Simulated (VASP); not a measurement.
Input:

```yaml
crystal:
  lattice:
    - [0.00000, 2.84577, 2.84577]
    - [2.84577, 0.00000, 2.84577]
    - [2.84577, 2.84577, 0.00000]
  atoms:
    - { symbol: Ge, position: [0.00000, 0.00000, 0.00000] }
    - { symbol: Ge, position: [0.25000, 0.25000, 0.25000] }
```

These are PBE GGA with D4 dispersion, VASP's PBE PAW potentials (set 64) (plane waves; VASP 6.6.1) values and carry that method's errors. Settings: 520 eV cut-off, Gaussian smearing of 0.050 eV, potentials Ge_d.

Question: Estimate the band gap (along the path) with the smallest direct gap where there is one.

Answer: 
| Item | Result |
|---|---|
| band gap (along the path) | none (metal, semimetal or under 0.01 eV) |

Only differences to runs with the same potentials and settings are physical.

The compound is Ge in the diamond structure. It was relaxed first.
